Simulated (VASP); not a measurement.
An input for Ansatz (written as the equivalent of a VASP run, and not itself run):

Ansatz 0.2 input:
```yaml
crystal:
  lattice:
    - [0.0000000, 2.5968921, 2.5968921]
    - [2.5968921, 0.0000000, 2.5968921]
    - [2.5968921, 2.5968921, 0.0000000]
  atoms:
    - { symbol: Sr, position: [1.0000000, 0.0000000, 0.0000000] }
    - { symbol: O, position: [0.2500000, 0.2500000, 0.2500000] }
kpoints:
  mp_grid: { grid: [9, 9, 9] }
hamiltonian:
  xc: pbesol
  pseudopotentials: { kind: paw }
scf:
  occupations: { method: gaussian, width: 0.05 }
  max_iter: 100
relax:
  max_steps: 40
  f_tol: 0.02
  cell: { p_target: 20 }
output: { forces: true, stress: true, eigenvalues: true }
```

Task: Translate this input to VASP (INCAR, KPOINTS, POSCAR, choice of POTCAR).

Result: This is not unique; one that fits is 
POSCAR:
```
SrO
1
    0.0000000000     2.5968920557     2.5968920557
    2.5968920557    -0.0000000000     2.5968920557
    2.5968920557     2.5968920557     0.0000000000
Sr O
1 1
Direct
  1.0000000000   0.0000000000   0.0000000000
  0.2500000000   0.2500000000   0.2500000000
```

File KPOINTS:
```
Automatic
0
gamma
 9 9 9
```

INCAR:
```
SYSTEM=SrO
PREC=Accurate; ENCUT=620; LREAL=.False.
LASPH=.True.
EDIFF=1E-6; NELM=100; ALGO=Normal
LMAXMIX=4
ISMEAR=0; SIGMA=0.05
GGA=PS
IBRION=2; NSW=40; ISIF=3
EDIFFG=-0.02; PSTRESS=200
LWAVE=.False.; LCHARG=.False.
```

POTCAR, in this order: Sr_sv O (PBE.64 set). Program: vasp_std.

The two are equivalent in intent, not identical: each code has its own PAW files, so the cut-off isn't converted (ENCUT is set for VASP's; basis.ecutwfc is left out, and Ansatz then takes the one that its files recommend); Ansatz stops its SCF on the density residual and VASP on the energy change (EDIFF).

The structure was generated: SrO was put into the zinc blende type (F-43m), which need not be its known phase. It was relaxed first under an external pressure of 20 GPa.
